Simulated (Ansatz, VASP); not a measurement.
# Cross-check of Si2W between VASP and Ansatz, part 2 of 2

Aim: how closely do two programs agree when they are given the same cell, functional and k mesh? The cell is taken from a series of runs on this material, whose earlier steps may have relaxed, scaled, displaced or heated it; both programs get it as it stands.

VASP 6.6.1 and Ansatz 0.2.0.

So far: The starting structure; Ansatz: zone-centre phonons, LDA.

## Step 3: VASP: zone-centre phonons, LDA

Level of this step: LDA; plane waves and PAW (Si, W) (VASP).

The same cell, functional (in two slightly different forms), mesh and smearing now go to VASP, with its own data sets.

Lines of VASP's logs that name or quote its potential files are left out, and so is its time.

INCAR

```
SYSTEM = Si2W
PREC = Accurate
ENCUT = 600
EDIFF = 1E-08
NELM = 120
ISMEAR = 1
SIGMA = 0.2
LREAL = .FALSE.
ALGO = Normal
GGA = PW92
NBANDS = 13
LASPH = .TRUE.
LORBIT = 11
LWAVE = .FALSE.
LCHARG = .FALSE.
ISIF = 2
IBRION = 8
GGA_COMPAT = .FALSE.
KPAR = 2
```

POSCAR

```
Si2W
1.0
   -1.5872235548      1.5872235548      3.8748007336
    1.5872235548     -1.5872235548      3.8748007336
    1.5872235548      1.5872235548     -3.8748007336
Si W
2 1
Direct
    0.3345413408      0.3345413408      0.0000000000
    0.6654586592      0.6654586592      0.0000000000
    0.0000000000      0.0000000000      0.0000000000
```

KPOINTS

```
Automatic mesh
0
Gamma
20 20 20
0 0 0
```

The projector-augmented-wave data sets are Si and W (LDA family, release 64).

Started as:

```console
> mpirun -np 2 vasp_std
```

Numbers of over 12 decimals in the logs are rounded to 6 here.

The log of the run:

```text
[banner, memory and clock lines left out]
running    2 mpi-ranks, on    1 nodes
 distrk:  each k-point on    1 cores,    2 groups
 distr:  one band on    1 cores,    1 groups

 POSCAR found type information on POSCAR SiW
 POSCAR found :  2 types and       3 ions
|                                                                             |
|               ----> ADVICE to this user running VASP <----                  |
|                                                                             |
|     You enforced a specific xc type in the INCAR file but a different       |
|     [... a line on the potential file left out ...]
|     I HOPE YOU KNOW WHAT YOU ARE DOING!                                     |
|                                                                             |

 LDA part: xc-table for (Slater(with rela. corr.)+PW92), standard interpolation
 POSCAR, INCAR and KPOINTS ok, starting setup
 FFT: planning ... GRIDC
 FFT: planning ... GRID_SOFT
 FFT: planning ... GRID
 WAVECAR not read
 entering main loop
       N       E                     dE             d eps       ncg     rms          rms(c)
DAV:   1     0.311150722941E+02    0.31115E+02   -0.66642E+03 16666   0.106E+03
DAV:   2    -0.257469021815E+02   -0.56862E+02   -0.52054E+02 20516   0.193E+02
DAV:   3    -0.282622707131E+02   -0.25154E+01   -0.24496E+01 22546   0.341E+01
DAV:   4    -0.282926478207E+02   -0.30377E-01   -0.30341E-01 19710   0.415E+00
DAV:   5    -0.282930332624E+02   -0.38544E-03   -0.38534E-03 23421   0.431E-01    0.268E+01
DAV:   6    -0.275891724302E+02    0.70386E+00   -0.18375E+00 22641   0.848E+00    0.113E+01
DAV:   7    -0.274632120629E+02    0.12596E+00   -0.18384E-01 18861   0.287E+00    0.524E+00
DAV:   8    -0.274398087206E+02    0.23403E-01   -0.35799E-02 21694   0.143E+00    0.488E-01
DAV:   9    -0.274396035150E+02    0.20521E-03   -0.15478E-03 19838   0.275E-01    0.258E-01
DAV:  10    -0.274395239449E+02    0.79570E-04   -0.31479E-04 20954   0.104E-01    0.694E-02
DAV:  11    -0.274395092402E+02    0.14705E-04   -0.46371E-05 20381   0.456E-02    0.243E-02
DAV:  12    -0.274395093860E+02   -0.14579E-06   -0.15599E-06 20649   0.946E-03    0.110E-02
DAV:  13    -0.274395093173E+02    0.68783E-07   -0.17210E-07 20808   0.282E-03    0.171E-03
DAV:  14    -0.274395093154E+02    0.18088E-08   -0.69229E-09 13257   0.624E-04
   1 F= -.27439509E+02 E0= -.27439775E+02  d E =0.795933E-03
 Linear response reoptimize wavefunctions to high precision
DAV:   1    -0.274395093155E+02   -0.61618E-10   -0.81850E-10 15381   0.255E-04
 Linear response DOF=           4
 Linear response progress:
  Degree of freedom:   1/  4
       N       E                     dE             d eps       ncg     rms          rms(c)
RMM:   1    -0.186263030323E-01   -0.18626E-01    0.13693E-02133907   0.918E-01
RMM:   2    -0.171559929957E-01    0.14703E-02   -0.70635E-04 87809   0.213E-01    0.976E-02
RMM:   3    -0.172266329343E-01   -0.70640E-04   -0.16416E-04 88897   0.648E-02    0.523E-02
RMM:   4    -0.174010834230E-01   -0.17445E-03   -0.10232E-04 88228   0.482E-02    0.120E-02
RMM:   5    -0.173893892922E-01    0.11694E-04   -0.16847E-06 92112   0.955E-03    0.123E-03
RMM:   6    -0.173947936734E-01   -0.54044E-05   -0.25351E-07 93652   0.165E-03    0.734E-04
RMM:   7    -0.173948113433E-01   -0.17670E-07    0.26728E-09 95472   0.356E-04    0.727E-05
RMM:   8    -0.173952352727E-01   -0.42393E-06   -0.10151E-08 96761   0.123E-04    0.207E-05
RMM:   9    -0.173952176270E-01    0.17646E-07    0.14029E-09100567   0.339E-05    0.350E-06
RMM:  10    -0.173952320407E-01   -0.14414E-07    0.18920E-09 98902   0.181E-05    0.136E-06
RMM:  11    -0.173952337379E-01   -0.16973E-08    0.22901E-09 92954   0.136E-05    0.255E-07
 first order change of Fermi-energy   0.17281E-04
 force on displaced ion       1 direction 1 :  -9.245  -0.000  -0.000
 Linear response progress:
  Degree of freedom:   2/  4
       N       E                     dE             d eps       ncg     rms          rms(c)
RMM:   1    -0.261834374308E-01   -0.26183E-01    0.36517E-02 41406   0.113E+00
RMM:   2    -0.233145472376E-01    0.28689E-02   -0.11578E-03 26674   0.274E-01    0.153E-01
RMM:   3    -0.232880389671E-01    0.26508E-04   -0.54887E-04 26703   0.110E-01    0.101E-01
RMM:   4    -0.233788127136E-01   -0.90774E-04   -0.67738E-05 27807   0.398E-02    0.414E-02
RMM:   5    -0.234254042362E-01   -0.46592E-04   -0.50497E-06 27771   0.112E-02    0.131E-02
RMM:   6    -0.234301229443E-01   -0.47187E-05   -0.39381E-07 28162   0.348E-03    0.191E-03
RMM:   7    -0.234286727753E-01    0.14502E-05   -0.90420E-08 28822   0.124E-03    0.573E-04
RMM:   8    -0.234287664864E-01   -0.93711E-07   -0.50927E-09 29791   0.225E-04    0.110E-04
RMM:   9    -0.234290752674E-01   -0.30878E-06    0.31589E-09 29562   0.706E-05    0.162E-05
RMM:  10    -0.234290590492E-01    0.16218E-07    0.13344E-08 30701   0.231E-05    0.427E-06
RMM:  11    -0.234290588886E-01    0.16062E-09    0.11349E-10 29243   0.146E-05    0.118E-06
 first order change of Fermi-energy  -0.40752E+00
 force on displaced ion       1 direction 3 :   0.000   0.000 -14.869
 Linear response progress:
  Degree of freedom:   3/  4
       N       E                     dE             d eps       ncg     rms          rms(c)
RMM:   1    -0.122820115140E+00   -0.12282E+00   -0.10483E-01 58503   0.180E+00
RMM:   2    -0.121725805411E+00    0.10943E-02   -0.13886E-03 47146   0.251E-01    0.155E-01
RMM:   3    -0.121389285246E+00    0.33652E-03   -0.20314E-04 48443   0.792E-02    0.874E-02
RMM:   4    -0.121531115108E+00   -0.14183E-03   -0.24372E-04 47934   0.894E-02    0.124E-02
RMM:   5    -0.121528596667E+00    0.25184E-05   -0.78236E-06 51182   0.176E-02    0.319E-03
RMM:   6    -0.121537097081E+00   -0.85004E-05   -0.15428E-07 51017   0.234E-03    0.896E-04
RMM:   7    -0.121537473100E+00   -0.37602E-06   -0.12184E-08 52928   0.588E-04    0.113E-04
RMM:   8    -0.121537366724E+00    0.10638E-06   -0.26855E-09 53453   0.125E-04    0.420E-05
RMM:   9    -0.121537171405E+00    0.19532E-06   -0.97030E-09 55028   0.545E-05    0.467E-06
RMM:  10    -0.121537157528E+00    0.13877E-07    0.75465E-09 55183   0.314E-05    0.267E-06
RMM:  11    -0.121537161786E+00   -0.42588E-08   -0.54739E-09 51736   0.272E-05    0.215E-07
 first order change of Fermi-energy  -0.83461E-03
 force on displaced ion       3 direction 1 : -11.694   0.000  -0.000
 Linear response progress:
  Degree of freedom:   4/  4
       N       E                     dE             d eps       ncg     rms          rms(c)
RMM:   1    -0.140145929262E+00   -0.14015E+00   -0.12800E-01 31970   0.186E+00
RMM:   2    -0.135642728382E+00    0.45032E-02   -0.21966E-03 25760   0.309E-01    0.183E-01
RMM:   3    -0.135020772945E+00    0.62196E-03   -0.78376E-04 26817   0.133E-01    0.962E-02
RMM:   4    -0.135082232352E+00   -0.61459E-04   -0.26428E-04 26804   0.892E-02    0.287E-02
RMM:   5    -0.135155901192E+00   -0.73669E-04   -0.40689E-05 26648   0.379E-02    0.652E-03
RMM:   6    -0.135167383262E+00   -0.11482E-04   -0.66712E-07 28955   0.503E-03    0.179E-03
RMM:   7    -0.135163039592E+00    0.43437E-05   -0.81233E-08 27978   0.138E-03    0.229E-04
RMM:   8    -0.135164146191E+00   -0.11066E-05   -0.46016E-09 29222   0.345E-04    0.924E-05
RMM:   9    -0.135164254296E+00   -0.10811E-06   -0.28906E-09 30226   0.881E-05    0.496E-05
RMM:  10    -0.135164199803E+00    0.54493E-07   -0.33299E-09 29732   0.478E-05    0.625E-06
RMM:  11    -0.135164234331E+00   -0.34528E-07    0.79964E-10 30755   0.350E-05    0.141E-06
RMM:  12    -0.135164236229E+00   -0.18986E-08   -0.45213E-09 29675   0.280E-05    0.560E-07
 first order change of Fermi-energy   0.49218E-03
 force on displaced ion       3 direction 3 :   0.000   0.000 -15.790
 Linear response finished
```

From OUTCAR (step 3):

```text
ion  position               nearest neighbor table
   1  0.335  0.335  0.000-   2 2.56   3 2.59   3 2.59   3 2.59   3 2.59   3 2.59   2 2.60   2 2.60
                             2 2.60   2 2.60
   2  0.665  0.665  0.000-   1 2.56   3 2.59   3 2.59   3 2.59   3 2.59   3 2.59   1 2.60   1 2.60
                             1 2.60   1 2.60
   3  0.000  0.000  0.000-   2 2.59   2 2.59   2 2.59   1 2.59   2 2.59   1 2.59   1 2.59   1 2.59
                             1 2.59   2 2.59

  LATTYP: Found a body centered tetragonal cell.
 ALAT       =     3.1744471096
 C/A-ratio  =     2.4412444749

 Subroutine GETGRP returns: Found 16 space group operations
 (whereof 16 operations were pure point group operations)

The static configuration has the point symmetry D_4h.

 Found    641 irreducible k-points:

   k-points           NKPTS =    641   k-points in BZ     NKDIM =    641   number of bands    NBANDS=     13

   dimension x,y,z NGX =    36 NGY =   36 NGZ =   36
   dimension x,y,z NGXF=    72 NGYF=   72 NGZF=   72

   ENCUT  =  600.0 eV  44.10 Ry    6.64 a.u.   8.94  8.94  8.94*2*pi/ulx,y,z

   NELECT =      14.0000    total number of electrons

 k-points in reciprocal lattice and weights: Automatic mesh
   0.00000000  0.00000000  0.00000000       0.000
   0.05000000  0.00000000  0.00000000       0.001
   0.10000000  0.00000000 -0.00000000       0.001
   0.15000000  0.00000000  0.00000000       0.001
   0.20000000  0.00000000 -0.00000000       0.001
   0.25000000  0.00000000  0.00000000       0.001
   0.30000000  0.00000000  0.00000000       0.001
   0.35000000  0.00000000 -0.00000000       0.001
   0.40000000  0.00000000 -0.00000000       0.001
[...]
-0.45000000 -0.45000000  0.45000000       0.000
   0.50000000  0.50000000  0.50000000       0.000

 average (electrostatic) potential at core
       1 -80.3616       2 -80.3616       3 -34.6614

  Total        0.6019136      0.6019136      0.6268940      0.0000000     -0.0000000      0.0000000
  in kB       24.6978529     24.6978529     25.7228547      0.0000000     -0.0000000      0.0000000
  external PRESSURE =      25.0395202 kB  Pullay stress =       0.0000000 kB

  energy-cutoff  :      600.00
  volume of cell :       39.05
      direct lattice vectors                 reciprocal lattice vectors
    -1.587223555  1.587223555  3.874800734     0.000000000  0.315015486  0.129038894
     1.587223555 -1.587223555  3.874800734     0.315015486  0.000000000  0.129038894
     1.587223555  1.587223555 -3.874800734     0.315015486  0.315015486  0.000000000

 POSITION                                       TOTAL-FORCE (eV/Angst)
 -----------------------------------------------------------------------------------
      0.00000      0.00000      2.59256        -0.000000     -0.000000     -0.004527
      0.00000      0.00000      5.15704         0.000000      0.000000      0.004527
      0.00000      0.00000      0.00000        -0.000000     -0.000000     -0.000000
 -----------------------------------------------------------------------------------
    total drift:                                0.000000      0.000000     -0.000000

 Eigenvectors and eigenvalues of the dynamical matrix
 ----------------------------------------------------

   1 f  =   13.787027 THz    86.626443 2PiTHz  459.885708 cm-1    57.018535 meV
             X         Y         Z           dx          dy          dz
      0.000000  0.000000  2.592562    -0.000000    0.000000   -0.707107
      0.000000  0.000000  5.157039     0.000000   -0.000000    0.707107
      0.000000  0.000000  0.000000     0.000000   -0.000000    0.000000

   2 f  =   10.489698 THz    65.908714 2PiTHz  349.898648 cm-1    43.381884 meV
             X         Y         Z           dx          dy          dz
      0.000000  0.000000  2.592562     0.698047    0.112831   -0.000000
      0.000000  0.000000  5.157039    -0.698047   -0.112831    0.000000
      0.000000  0.000000  0.000000     0.000000    0.000000    0.000000

   3 f  =   10.489698 THz    65.908714 2PiTHz  349.898648 cm-1    43.381884 meV
             X         Y         Z           dx          dy          dz
      0.000000  0.000000  2.592562    -0.112831    0.698047    0.000000
      0.000000  0.000000  5.157039     0.112831   -0.698047   -0.000000
      0.000000  0.000000  0.000000    -0.000000    0.000000    0.000000

   4 f  =    9.470358 THz    59.504012 2PiTHz  315.897129 cm-1    39.166235 meV
             X         Y         Z           dx          dy          dz
      0.000000  0.000000  2.592562     0.000000   -0.000000   -0.618855
      0.000000  0.000000  5.157039     0.000000   -0.000000   -0.618855
      0.000000  0.000000  0.000000     0.000000    0.000000    0.483775

   5 f  =    8.149679 THz    51.205942 2PiTHz  271.844020 cm-1    33.704348 meV
             X         Y         Z           dx          dy          dz
      0.000000  0.000000  2.592562    -0.618847   -0.000000   -0.000000
      0.000000  0.000000  5.157039    -0.618847   -0.000000    0.000000
      0.000000  0.000000  0.000000     0.483794    0.000000    0.000000

   6 f  =    8.149679 THz    51.205942 2PiTHz  271.844020 cm-1    33.704348 meV
             X         Y         Z           dx          dy          dz
      0.000000  0.000000  2.592562     0.000000   -0.618847    0.000000
      0.000000  0.000000  5.157039     0.000000   -0.618847    0.000000
      0.000000  0.000000  0.000000     0.000000    0.483794   -0.000000

   7 f/i=    0.000178 THz     0.001116 2PiTHz    0.005924 cm-1     0.000734 meV
             X         Y         Z           dx          dy          dz
      0.000000  0.000000  2.592562    -0.000000   -0.000000    0.342080
      0.000000  0.000000  5.157039    -0.000000   -0.000000    0.342080
      0.000000  0.000000  0.000000    -0.000000   -0.000000    0.875193

   8 f/i=    0.000335 THz     0.002103 2PiTHz    0.011167 cm-1     0.001384 meV
             X         Y         Z           dx          dy          dz
      0.000000  0.000000  2.592562    -0.340142   -0.036493   -0.000000
      0.000000  0.000000  5.157039    -0.340142   -0.036493   -0.000000
      0.000000  0.000000  0.000000    -0.870188   -0.093360   -0.000000

   9 f/i=    0.000335 THz     0.002103 2PiTHz    0.011167 cm-1     0.001384 meV
             X         Y         Z           dx          dy          dz
      0.000000  0.000000  2.592562     0.036493   -0.340142   -0.000000
      0.000000  0.000000  5.157039     0.036493   -0.340142   -0.000000
      0.000000  0.000000  0.000000     0.093360   -0.870188   -0.000000

 ELASTIC MODULI CONTR FROM IONIC RELAXATION (kBar)
 Direction    XX          YY          ZZ          XY          YZ          ZX
 --------------------------------------------------------------------------------
 XX         -29.5731    -29.5731    -34.2675      0.0000     -0.0000      0.0000
 YY         -29.5731    -29.5731    -34.2675      0.0000     -0.0000      0.0000
 ZZ         -34.2675    -34.2675    -39.7072      0.0000     -0.0000      0.0000
 XY           0.0000      0.0000      0.0000      0.0000      0.0000      0.0000
 YZ          -0.0000     -0.0000     -0.0000      0.0000    -38.0038     -0.0000
 ZX           0.0000      0.0000      0.0000      0.0000     -0.0000    -14.8124
 --------------------------------------------------------------------------------
```

## Step 4: Differences

Known differences besides the potentials themselves: the data sets hold 22 valence electrons in Ansatz (on its PAW soft_1 files) and 14 in VASP; the cutoff is 420 eV in Ansatz and 600 eV in VASP; VASP's log shows a relativistic correction to its local exchange, Ansatz's none. Total energies have different zeros and are not compared.

Compared:

```
                  quantity  Ansatz   VASP  difference
optical mode 1 to 2 (cm⁻¹)   269.6  271.8     -0.81 %
     optical mode 3 (cm⁻¹)   313.7  315.9     -0.68 %
optical mode 4 to 5 (cm⁻¹)   348.0  349.9     -0.53 %
     optical mode 6 (cm⁻¹)   457.6  459.9     -0.50 %
```

Modes are paired by rising frequency, not by their patterns, so a pair may set unlike modes beside each other; they are those without the splitting of longitudinal modes.

## Step 5: Results

```json
{
  "r.m.s. difference of the optical zone-centre modes, each program's sorted by frequency (zone-centre phonons, LDA)": "2.1 cm⁻¹",
  "difference in optical mode 1 to 2 (zone-centre phonons, LDA)": "-0.8 %"
}
```

The r.m.s. difference of the optical zone-centre modes, each program's sorted by frequency is 2.1 cm⁻¹ (zone-centre phonons, LDA). The data sets hold unlike numbers of valence electrons (22 in Ansatz and 14 in VASP), so part of the differences may come from the potentials. Among the rows given in per cent, the largest difference of the zone-centre phonons, LDA pair is in optical mode 1 to 2, -0.8 %. How closely two codes agree says nothing of how well the functional describes the real material.

[Lines on the potential files, build, host, timing and source positions are cut from VASP's logs without a mark.]

[Logs are printed without paths, hosts, clocks, repeated set-up lines and the standing remarks that a program may print on its own settings, such as how far it seeks lower states.]

[Hosts, paths, dates, database ids (printed as entryN), source tags and the programs' standing remarks are cut or masked in the printed files.]
